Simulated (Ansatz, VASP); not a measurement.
**Sb (Antimony): VASP beside Ansatz**

Aim: how closely do two programs agree when they are given the same cell, functional and k mesh? Of the first pair: The structure shown is the start of the Ansatz relaxation below; VASP solves that cell, so the two are compared at the walk's first step.

Main program and level: Ansatz 0.2.0; plane waves, with VASP 6.6.1 beside it; single point at PBEsol.

**1. The starting structure**

The structure is trigonal, space group R-3m (No. 166). The conventional cell has a = 4.314 Å, b = 4.314 Å, c = 11.284 Å, α = 90.00°, β = 90.00°, γ = 120.00°. Sb has 3 Sb at 2.93 Å nearest.

**2. Ansatz: relaxation, PBEsol**

Ansatz runs on its PAW soft_1 files.

The two programs are compared at the cell with which this relaxation starts, whose forces are those of its first step.

Contents of input.yaml:

```yaml
crystal:
  lattice:
    - [2.1569309813, 1.2453046827, 3.7611752367]
    - [-2.1569309813, 1.2453046827, 3.7611752367]
    - [0.0, -2.4906093654, 3.7611752367]
  atoms:
    - { symbol: Sb, position: [0.235161641, 0.2351616413, 0.235161641] }
    - { symbol: Sb, position: [0.764838359, 0.7648383587, 0.764838359] }
  conventional_axes: [[1, -1, 0], [0, 1, -1], [1, 1, 1]]
kpoints:
  mp_grid: { grid: [12, 12, 12] }
hamiltonian:
  xc: pbesol
  pseudopotentials: { kind: paw, azcp: { folder: soft_1 }, xc_functional: pbe }
scf:
  occupations: { method: methfessel_paxton, width: 0.2 }
output:
  forces: true
  stress: true
  eigenvalues: true
relax:
  adjacent_minimum: "off"
  f_tol: 0.001
  max_steps: 60
  cell: { stress_tol: 0.01, fix: [c, angles] }
```

Command:

```console
ansatz run input.yaml --threads 4 --pin off --max-ram 10240MiB --backend cpu --events-out ev --progress --plain --runs-dir out
```

Numbers of over 12 decimals in the logs are rounded to 6 here.

Output:

```text
Warning: crystal.symmetry: narrowed to the stabiliser of the fixed cell quantities (relax.cell.fix) — unitary ops 12 → 4. The narrowing is safe, since a smaller group never makes results wrong: the run goes on under it, on as many k-points as the starting group would need, or more. Excluded: 8 operations that would move a fixed cell quantity at a test strain (relax.cell.fix fixes c, alpha, beta, gamma). The cell can leave their symmetry as it relaxes.
Engine: ansatz 0.2.0, x86_64-unknown-linux-gnu
Pseudopotentials: kind: paw
Pseudopotential: Sb, paw, valence charge 15, recommended cutoff 420 eV (normal), soft_1/Sb.paw.azcp
Functional definition: PBEsol
  exchange = pbesol_x
  correlation = pbesol_c
Crystal: 2 atoms, lattice volume = 60.616 Å³
Basis set: ecut = 420 eV, 1207 PW (Γ), exchange–correlation on 64×64×64 points (8 copies of the dense FFT grid, shifted against one another)
Bands: 19, of which v1, the nominal top of the filled ones, is band 15 counted from 1 (14 counted from 0)
Symmetry: 4 space group operations
k-points: 476 of 1728
Non-local potential: Sb, projectors of the file, l = 0: 2, l = 1: 2, l = 2: 2, l = 3: 1
PAW form: soft (Blöchl's): semilocal exchange-correlation on the pseudo side does not see the compensation charge
PAW frozen core: Sb, regenerated for the run's functional, and the local potential with it (the file was generated under x = pbe(κ = 0.804, μ = 0.219515), c = pbe(β = 0.066725))
PAW one-centre angular grid: Sb, 590 points (default); XC on 64 Gauss nodes
Initial density: superposition of atomic densities (chi_scale 0.1, normalization cell)
Initial wavefunctions: pseudopotential atomic-orbital guess
Functional: x = pbesol(κ = 0.804, μ = 0.123457), c = pbesol(β = 0.046)
SCF iter   1: F=—  HF=-12816.335209 eV  |F-HF|=—  |Δ(HF+E_count)|=         —  Δρ=1.46e-2  dr2=9.87e-2  ethr=3.10e-3  ⟨swp⟩=5.9  Hψ=46912  notcnv=0
preconditioner: auto → Kerker (q_TF=auto, 2.427 Å⁻¹)  [metal: Δε(μ)=0.115 eV  Ē_g=8.627 eV  σ=0.200 eV  W_gap=0.46  n_scr=14 (ndim 8)  ℏωp=15.1 eV  f_vac=0.000  D(μ)=0.16/eV (n_scr^D=0)]
SCF iter   2: F=—  HF=-12816.327153 eV  |F-HF|=—  |Δ(HF+E_count)|=   8.06e-3  S|Δr|=    0.00e0  Δρ=9.47e-3  dr2=4.33e-2  ethr=3.29e-4  ⟨swp⟩=1.0  Hψ=12852  notcnv=0
SCF iter   3: F=—  HF=-12816.322942 eV  |F-HF|=—  |Δ(HF+E_count)|=   4.21e-3  S|Δr|=    0.00e0  Δρ=1.22e-3  dr2=1.21e-3  ethr=1.44e-4  ⟨swp⟩=2.0  Hψ=16141  notcnv=0
SCF iter   4: F=—  HF=-12816.323019 eV  |F-HF|=—  |Δ(HF+E_count)|=   7.61e-5  S|Δr|=    0.00e0  Δρ=7.80e-4  dr2=2.85e-4  ethr=4.02e-6  ⟨swp⟩=2.0  Hψ=16192  notcnv=0
SCF iter   5: F=—  HF=-12816.322794 eV  |F-HF|=—  |Δ(HF+E_count)|=   2.24e-4  S|Δr|=    0.00e0  Δρ=2.67e-4  dr2=6.27e-5  ethr=9.50e-7  ⟨swp⟩=2.0  Hψ=16180  notcnv=0
SCF iter   6: F=—  HF=-12816.322815 eV  |F-HF|=—  |Δ(HF+E_count)|=   2.04e-5  S|Δr|=    0.00e0  Δρ=6.25e-5  dr2=2.41e-6  ethr=2.09e-7  ⟨swp⟩=3.0  Hψ=16712  notcnv=0
SCF iter   7: F=-12816.322814 eV  HF=-12816.322814 eV  |F-HF|=5.70e-9  |Δ(HF+E_count)|=   9.73e-7  S|Δr|=    0.00e0  Δρ=9.71e-6  dr2=4.01e-8  ethr=3.33e-10  ⟨swp⟩=5.0  Hψ=53245  notcnv=0
SCF 1 converged in 7 iterations: F = -12816.322814 eV  dr2 = 4.01e-8
  greatest PAW one-centre occupation: 0.996 electrons in one spin orbital (limit 2), on the Sb atom at site 1 (counted from 0), in its partial waves of l = 2
relax step   1: F+E_penalty+E_count = -12816.32281354 eV  Δ(F+E_penalty+E_count) = +0.000e0 eV  max|allowed force component| = 6.104e-2 eV/Å  Δτ_max = 0.0000 Å  P = -0.630 GPa  Ω = 60.616 Å³  fix = [c, alpha, beta, gamma]  reactions: c -1.090 GPa; alpha -0.000, beta +0.000, gamma +0.000 GPa/rad  (7 SCF iters, dr2 threshold 1.00e-7 eV, accepted)
[...]
relax step   2: F+E_penalty+E_count = -12816.32308426 eV  Δ(F+E_penalty+E_count) = -2.707e-4 eV  max|allowed force component| = 4.852e-2 eV/Å  Δτ_max = 0.0084 Å  P = +0.065 GPa  Ω = 60.134 Å³  energy of the carried Pulay correction = +4.979e-5 eV  fix = [c, alpha, beta, gamma]  reactions: c -0.487 GPa; alpha -0.000, beta +0.000, gamma -0.000 GPa/rad  (5 SCF iters, dr2 threshold 2.00e-7 eV, accepted)
[...]
relax step   3: F+E_penalty+E_count = -12816.32346474 eV  Δ(F+E_penalty+E_count) = -3.805e-4 eV  max|allowed force component| = 1.312e-3 eV/Å  Δτ_max = 0.0036 Å  P = -0.257 GPa  Ω = 60.358 Å³  energy of the carried Pulay correction = +2.662e-5 eV  fix = [c, alpha, beta, gamma]  reactions: c -0.763 GPa; alpha -0.000, beta +0.000, gamma -0.000 GPa/rad  (4 SCF iters, dr2 threshold 2.00e-7 eV, accepted)
[...]
relax step   4: F+E_penalty+E_count = -12816.32346512 eV  Δ(F+E_penalty+E_count) = -3.841e-7 eV  max|allowed force component| = 1.276e-4 eV/Å  Δτ_max = 0.0001 Å  P = -0.252 GPa  Ω = 60.356 Å³  energy of the carried Pulay correction = +2.680e-5 eV  fix = [c, alpha, beta, gamma]  reactions: c -0.757 GPa; alpha -0.000, beta +0.000, gamma -0.000 GPa/rad  (5 SCF iters, dr2 threshold 1.08e-10 eV, accepted)
[...]
relax step   5: F+E_penalty+E_count = -12816.32343804 eV  Δ(F+E_penalty+E_count) = +2.708e-5 eV  max|allowed force component| = 1.173e-4 eV/Å  Δτ_max = 0.0000 Å  P = -0.252 GPa  Ω = 60.356 Å³  fix = [c, alpha, beta, gamma]  reactions: c -0.757 GPa; alpha -0.000, beta +0.000, gamma -0.000 GPa/rad  stress off target by 2.10e-4 GPa on what of the cell is left free  SCF on the basis re-selected at this cell (its energy is not comparable with the rows above)  (5 SCF iters)
basis re-selected at this cell: Δ(F+E_penalty+E_count) = +2.708e-5 eV, ΔP = +0.000 GPa vs the last step (what re-selecting the basis moved, of the pressure what is left beyond the Pulay correction that the steps carried, after the strain that the cell walked since its last selection, with what the two solves' SCF thresholds leave and, on support functions, any second-order correction that the steps lacked; it is no m [...]
SCF converged after 5 iterations
Stability not checked: this state was not tested for a lower state beside it, because cold or Methfessel-Paxton smearing, or corrected tetrahedra, fill the levels in a way that the test cannot read (fill_not_monotonic; see scf.lower_state_search)
Free energy (F): -12816.323438 eV
Harris-Foulkes:  -12816.323438 eV  (|F-HF|=5.46e-12)
Internal energy: -12816.325552 eV  (E = F + TS)
E sigma→0 (E₀):  -12816.323966 eV
Entropy (-TS):   0.002114 eV (1.057 meV/atom)
Fermi energy:    10.152141 eV
--- Per-component energies (eV) ---
  E_band       = -334.378052
  E_kinetic    = 325.972133
  E_local      = -3163.983711  (includes V_loc(G=0)·N_el)
  E_nonlocal   = 782.485293
  E_hartree    = 1308.336221
  E_xc         = -196.612736
  E_vxc        = -181.807841  (∫ρ·V_xc dr)
  E_paw        = -8934.942221  (= ΣΔE_a)
  E_vpaw       = -713.716676  (= ΣTr[D̂ρ^β])
  E_aug_tail   = 0.000266  (compensation charges beyond the density's cutoff)
  E_ewald      = -2938.244507
  E_core_change = 0.663710  (= ΣΔE_core)
  E_smearing   = 0.002114  (= −TS)
  E_closure    = -0.000000  (closes the sum)
  Σ components = -12816.323438   (vs F -12816.323438, Δ=0.00e0)
--- Forces (eV/Å), atoms counted from 1 ---
  atom   1  Sb    -0.00000000     0.00000000    -0.00011730
  atom   2  Sb     0.00000000    -0.00000000     0.00011730
  max |Σ_I F_I| component: 1.36e-20 eV/Å
--- Stress (GPa, compression-positive) ---
        0.000210       0.000000      -0.000000
        0.000000       0.000210       0.000000
       -0.000000       0.000000      -0.757113
  P = ⅓ Tr σ = -0.2522 GPa (-2.522 kbar)
--- Band table (eV; the first three rows and the last of 476) ---
  k-point 0: bands = [... 11 lower, 5.3084, 8.0510, 8.4158, 8.4158, 12.3487, 12.8859, 12.8859, 15.2665]
  k-point 1: bands = [... 11 lower, 4.9668, 8.0927, 8.3989, 8.5287, 12.3057, 12.6554, 12.6833, 14.8880]
  k-point 2: bands = [... 11 lower, 4.1557, 8.1213, 8.3601, 8.8043, 11.9980, 12.1253, 12.1721, 14.7040]
  k-point 475: bands = [... 11 lower, 1.0673, 8.9349, 8.9349, 9.7449, 10.2617, 10.2617, 11.2111, 17.1887]
--- Relaxed structure (4 steps of the walk, 4 accepted, 1 SCFs on fresh bases) ---
  F+E_penalty+E_count = -12816.32343804 eV   max|allowed force component| = 1.173e-4 eV/Å   (the final SCF, on the basis selected at the relaxed cell)
  cell:  # Å, volume = 60.3562 Å³
    - [2.152305, 1.242634, 3.7611752367]
    - [-2.152305, 1.242634, 3.7611752367]
    - [-5.296898318338683e-19, -2.485267, 3.7611752367]
  atoms:
    - { symbol: Sb, position: [0.234733, 0.234733, 0.234733] }
    - { symbol: Sb, position: [0.765267, 0.765267, 0.765267] }
```

In the SCF lines HF is the Harris–Foulkes energy and dr2 the Hartree energy of the density residual, in eV; the loop may stop once dr2 is under the threshold and the program's other checks hold. Hψ counts applications of the Hamiltonian.

**3. VASP: single point, PBEsol, start cell, pair 1**

The same cell, functional, mesh and smearing now go to VASP, with its own data sets.

Lines of VASP's logs that name or quote its potential files are left out, and so is its time.

Contents of INCAR:

```
SYSTEM = Sb
PREC = Accurate
ENCUT = 400
EDIFF = 1E-06
NELM = 120
ISMEAR = 1
SIGMA = 0.2
LREAL = .FALSE.
ALGO = Normal
GGA = PS
NBANDS = 11
LORBIT = 11
LWAVE = .FALSE.
LCHARG = .FALSE.
ISIF = 2
LASPH = .TRUE.
GGA_COMPAT = .FALSE.
KPAR = 2
```

Contents of POSCAR:

```
Sb
1.0
    2.1569310000      1.2453050000      3.7611750000
   -2.1569310000      1.2453050000      3.7611750000
    0.0000000000     -2.4906090000      3.7611750000
Sb
2
Direct
    0.2351615240      0.2351615240      0.2351616184
    0.7648382872      0.7648382872      0.7648383816
```

Contents of KPOINTS:

```
Automatic mesh
0
Gamma
12 12 12
0 0 0
```

Potentials, in the order of the species: Sb (PBE family, release 64).

Command:

```console
mpirun -np 2 vasp_std
```

Output:

```text
[banner, memory and clock lines left out]
running    2 mpi-ranks, on    1 nodes
 distrk:  each k-point on    1 cores,    2 groups
 distr:  one band on    1 cores,    1 groups

 POSCAR found type information on POSCAR Sb
 POSCAR found :  1 types and       2 ions
|                                                                             |
|               ----> ADVICE to this user running VASP <----                  |
|                                                                             |
|     You enforced a specific xc type in the INCAR file but a different       |
|     [... a line on the potential file left out ...]
|     I HOPE YOU KNOW WHAT YOU ARE DOING!                                     |
|                                                                             |

 LDA part: xc-table for (Slater+PW92), standard interpolation
 POSCAR, INCAR and KPOINTS ok, starting setup
 FFT: planning ... GRIDC
 FFT: planning ... GRID_SOFT
 FFT: planning ... GRID
 WAVECAR not read
 entering main loop
       N       E                     dE             d eps       ncg     rms          rms(c)
DAV:   1     0.285050348963E+02    0.28505E+02   -0.30817E+03  4158   0.577E+02
DAV:   2    -0.759225225278E+01   -0.36097E+02   -0.34871E+02  5559   0.104E+02
DAV:   3    -0.911517644390E+01   -0.15229E+01   -0.15112E+01  5126   0.239E+01
DAV:   4    -0.912762728944E+01   -0.12451E-01   -0.12449E-01  4659   0.262E+00
DAV:   5    -0.912777735901E+01   -0.15007E-03   -0.15007E-03  4888   0.309E-01    0.285E+00
DAV:   6    -0.911869360696E+01    0.90838E-02   -0.20590E-03  4649   0.278E-01    0.170E+00
DAV:   7    -0.911298831316E+01    0.57053E-02   -0.52351E-03  4581   0.434E-01    0.580E-02
DAV:   8    -0.911302695822E+01   -0.38645E-04   -0.11036E-04  4734   0.755E-02    0.162E-02
DAV:   9    -0.911303451856E+01   -0.75603E-05   -0.12447E-05  4662   0.221E-02    0.464E-03
DAV:  10    -0.911303407742E+01    0.44114E-06   -0.12421E-06  3003   0.646E-03
   1 F= -.91130341E+01 E0= -.91137670E+01  d E =0.219875E-02
```

Parts of OUTCAR (step 3):

```text
ion  position               nearest neighbor table
   1  0.235  0.235  0.235-   2 2.93   2 2.93   2 2.93   2 3.33   2 3.33   2 3.33
   2  0.765  0.765  0.765-   1 2.93   1 2.93   1 2.93   1 3.33   1 3.33   1 3.33

  LATTYP: Found a trigonal (rhomboedric) cell.
 ALAT       =     4.5110501286
 COS(alpha) =     0.5427568494

 Subroutine GETGRP returns: Found 12 space group operations
 (whereof 12 operations were pure point group operations)

The static configuration has the point symmetry D_3d.

 Found    189 irreducible k-points:

   k-points           NKPTS =    189   k-points in BZ     NKDIM =    189   number of bands    NBANDS=     11

   dimension x,y,z NGX =    30 NGY =   30 NGZ =   30
   dimension x,y,z NGXF=    60 NGYF=   60 NGZF=   60

   ENCUT  =  400.0 eV  29.40 Ry    5.42 a.u.   7.36  7.36  7.36*2*pi/ulx,y,z

   NELECT =      10.0000    total number of electrons

 k-points in reciprocal lattice and weights: Automatic mesh
   0.00000000  0.00000000  0.00000000       0.001
   0.08333333  0.00000000 -0.00000000       0.003
   0.16666667  0.00000000 -0.00000000       0.003
   0.25000000  0.00000000  0.00000000       0.003
   0.33333333 -0.00000000 -0.00000000       0.003
   0.41666667  0.00000000 -0.00000000       0.003
   0.50000000  0.00000000  0.00000000       0.002
   0.08333333  0.08333333 -0.00000000       0.003
   0.16666667  0.08333333  0.00000000       0.007
[...]
-0.41666667  0.50000000  0.41666667       0.003
   0.50000000  0.50000000  0.50000000       0.001

 average (electrostatic) potential at core
       1 -85.7305       2 -85.7305

 E-fermi :   7.0643

 k-point     1 :       0.0000    0.0000    0.0000
  band No.  band energies     occupation
      1      -5.5898      2.00000
      2       2.2398      2.00000
      3       4.9880      2.00000
      4       5.3434      2.00000
      5       5.3434      2.00000
      6       9.2835     -0.00000
      7       9.8086     -0.00000
      8       9.8086     -0.00000
      9      12.1158      0.00000
     10      12.1158      0.00000
    ...

 k-point     2 :       0.0833    0.0000   -0.0000
  band No.  band energies     occupation
      1      -5.5132      2.00000
      2       1.8984      2.00000
      3       5.0289      2.00000
      4       5.3276      2.00000
      5       5.4606      2.00000
      6       9.2332     -0.00000
      7       9.5780     -0.00000
      8       9.6026     -0.00000
      9      11.7628      0.00000
     10      12.0265      0.00000
    ...

 k-point     3 :       0.1667    0.0000   -0.0000
  band No.  band energies     occupation
      1      -5.2845      2.00000
      2       1.0885      2.00000
      3       5.0595      2.00000
      4       5.2920      2.00000
      5       5.7407      2.00000
      6       8.9187     -0.00000
      7       9.0423     -0.00000
      8       9.0861     -0.00000
      9      11.5946      0.00000
     10      12.0580      0.00000
    ...

  Total       -0.0864174     -0.0864174     -0.3691048      0.0000000     -0.0000000      0.0000000
  in kB       -2.2841532     -2.2841531     -9.7560420      0.0000000     -0.0000009      0.0000000
  external PRESSURE =      -4.7747828 kB  Pullay stress =       0.0000000 kB

  energy-cutoff  :      400.00
  volume of cell :       60.62
      direct lattice vectors                 reciprocal lattice vectors
     2.156931000  1.245305000  3.761175000     0.231810846  0.133836057  0.088624775
    -2.156931000  1.245305000  3.761175000    -0.231810846  0.133836057  0.088624775
     0.000000000 -2.490609000  3.761175000     0.000000000 -0.267672115  0.088624811

 POSITION                                       TOTAL-FORCE (eV/Angst)
 -----------------------------------------------------------------------------------
      0.00000      0.00000      2.65345         0.000000     -0.000000     -0.012530
      0.00000      0.00000      8.63007         0.000000      0.000000      0.012530
 -----------------------------------------------------------------------------------
    total drift:                               -0.000000      0.000078      0.000237

  FREE ENERGIE OF THE ION-ELECTRON SYSTEM (eV)
  ---------------------------------------------------
  free  energy   TOTEN  =        -9.1130340774 eV

  energy  without entropy=       -9.1152328267  energy(sigma->0) =       -9.11376699

 total charge
# of ion       s       p       d       tot
------------------------------------------
    1        1.216   1.140   0.035   2.391
    2        1.216   1.140   0.035   2.391
--------------------------------------------------
tot          2.432   2.280   0.069   4.782

[... 3 further parts left out ...]
```

The run ends at a pressure of -0.48 GPa, with forces up to 0.013 eV/Å.

**4. Comparison**

Known differences besides the potentials themselves: the data sets hold 30 valence electrons in Ansatz (on its PAW soft_1 files) and 10 in VASP; the cutoff is 420 eV in Ansatz and 400 eV in VASP; Ansatz makes its cores anew for this functional, VASP keeps those of its PBE data sets. Total energies have different zeros and are not compared.

At this near-relaxed geometry the largest component of a force difference is 49 meV/Å.

**5. Further runs**

Further runs change the set-up of one program: Ansatz's method, potentials or start, or VASP's data sets, cutoff or form of LDA. The table gives that difference for each run.

```tsv
run	r.m.s. force difference (meV/Å)
as above	28
VASP with the data sets Sb_d_GW	1.3
```

**6. Ansatz: relaxation, PBEsol**

This run makes the geometry at which the two programs are then compared. The cell compared in this pair holds 60.36 Å³, against 60.62 Å³ for the pair before.

The structure compared here is the end of the Ansatz relaxation.

input.yaml is that of step 2.

Command:

```console
ansatz run input.yaml --threads 4 --pin off --max-ram 10240MiB --backend cpu --events-out ev --progress --plain --runs-dir out
```

Output:

```text
[...]
Crystal: 2 atoms, lattice volume = 60.616 Å³
Basis set: ecut = 420 eV, 1207 PW (Γ), exchange–correlation on 64×64×64 points (8 copies of the dense FFT grid, shifted against one another)
Bands: 19, of which v1, the nominal top of the filled ones, is band 15 counted from 1 (14 counted from 0)
Symmetry: 4 space group operations
k-points: 476 of 1728
[...]
--- Relaxed structure (4 steps of the walk, 4 accepted, 1 SCFs on fresh bases) ---
[...]
cell:  # Å, volume = 60.3562 Å³
    - [2.152305, 1.242634, 3.7611752367]
    - [-2.152305, 1.242634, 3.7611752367]
    - [-5.296898318338683e-19, -2.485267, 3.7611752367]
  atoms:
    - { symbol: Sb, position: [0.234733, 0.234733, 0.234733] }
    - { symbol: Sb, position: [0.765267, 0.765267, 0.765267] }
[key lines of the parts left out:]
SCF converged after 5 iterations
Free energy (F): -12816.323438 eV
Fermi energy:    10.152141 eV
P = ⅓ Tr σ = -0.2522 GPa (-2.522 kbar)
```

(Part 1 of 2 ends here.)

[Lines on the potential files, build, host, timing and source positions are cut from VASP's logs without a mark.]

[Logs are printed without paths, hosts, clocks, repeated set-up lines and the standing remarks that a program may print on its own settings, such as how far it seeks lower states.]

[Hosts, paths, dates, database ids (printed as entryN), source tags and the programs' standing remarks are cut or masked in the printed files.]
